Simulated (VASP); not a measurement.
Input:

```yaml
crystal:
  lattice:
    - [1.52924, -2.64872, 0.00000]
    - [1.52924, 2.64872, 0.00000]
    - [0.00000, 0.00000, 5.01669]
  atoms:
    - { symbol: Si, position: [0.66667, 0.33333, 0.49964] }
    - { symbol: Si, position: [0.33333, 0.66667, 0.99964] }
    - { symbol: C, position: [0.66667, 0.33333, 0.87536] }
    - { symbol: C, position: [0.33333, 0.66667, 0.37536] }
```

Level of theory: LDA (Ceperley-Alder, Perdew-Zunger), VASP's LDA PAW potentials (set 64) (plane waves; VASP). Settings: 520 eV cut-off, Gaussian smearing of 0.050 eV, potentials Si C.

Problem. Give the energies of bands 3 to 11 at the high-symmetry points, in eV from the valence-band maximum.

Solution. 
```
band      Γ      M      K      A      L      H
----  -----  -----  -----  -----  -----  -----
3     -8.82  -7.78  -6.88  -4.45  -8.36  -7.81
4     -1.33  -6.31  -6.24  -4.45  -8.36  -7.81
5     -1.33  -5.51  -6.24  -0.72  -2.47  -5.76
6     -0.12  -3.37  -4.11  -0.72  -2.47  -5.76
7      0.00  -3.36  -4.11  -0.72  -2.35  -1.75
8      0.00  -1.20  -3.90  -0.72  -2.35  -1.75
9      4.90   2.70   2.12   5.98   3.25   5.11
10     6.42   4.16   8.10   5.98   3.25   5.11
11     6.65   6.94   8.84   7.33   5.23   5.93
```

The gap is indirect, 2.12 eV, from the valence maximum at Γ to the conduction minimum at K.

Measured: gap 3.33 eV (computed value off by -1.21 eV), as given by Daiki Deguchi et al., Japanese Journal of Applied Physics (2016), arXiv:1512.06930.

The compound is SiC in the wurtzite structure, the rare 2H polytype. It was relaxed first.
